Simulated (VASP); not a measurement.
An input for Quantum ESPRESSO's pw.x (written as the equivalent of a VASP run, and not itself run):

```
&CONTROL
  calculation = 'scf'
  pseudo_dir = './pseudo'
  outdir = './out'
  tprnfor = .true.
  tstress = .true.
/
&SYSTEM
  ibrav = 0
  nat = 2
  ntyp = 1
  ecutwfc = 82.3
  occupations = 'smearing'
  smearing = 'fermi-dirac'
  degauss = 0.00735
  input_dft = 'pbe'
/
&ELECTRONS
  conv_thr = 7.3e-08
  electron_maxstep = 100
/
ATOMIC_SPECIES
  Te 127.600 Te.upf
CELL_PARAMETERS angstrom
     3.3932450    0.0000000    0.0000000
    -1.6966220    2.9386370    0.0000000
     0.0000000    0.0000000    5.5092520
ATOMIC_POSITIONS crystal
  Te   0.3333330  0.6666670  0.2500000
  Te   0.6666670  0.3333330  0.7500000
K_POINTS automatic
  9 9 5 0 0 0
```

Q: Write the VASP files for the same calculation (PBE).

A: One answer among several that fit: 
KPOINTS:
```
Automatic mesh
0
Gamma
9 9 5
0 0 0
```

POSCAR:
```
Te
1
    3.3932450000     0.0000000000     0.0000000000
   -1.6966220000     2.9386370000     0.0000000000
    0.0000000000     0.0000000000     5.5092520000
Te
2
Direct
  0.3333330000   0.6666670000   0.2500000000
  0.6666670000   0.3333330000   0.7500000000
```

INCAR:
```
SYSTEM = Te
PREC = Accurate
ENCUT = 300
EDIFF = 1E-6
NELM = 100
ALGO = Normal
LREAL = .FALSE.
LASPH = .TRUE.
ISMEAR = -1
SIGMA = 0.1
GGA = PE
LMAXMIX = 4
LWAVE = .FALSE.
LCHARG = .FALSE.
ISIF = 2
```

POTCAR, in this order: Te (PBE.64 set). Program: vasp_std.

Limits of the translation: the potentials are each code's own (VASP's PAW set, PseudoDojo norm-conserving files in pw.x), so ENCUT and ecutwfc are chosen apart and not converted; conv_thr bounds pw.x's estimated SCF error, while EDIFF bounds the energy change between steps.

The structure was generated: Te was put into an ordered model structure, which need not be its known phase. The cell was not relaxed at this level.
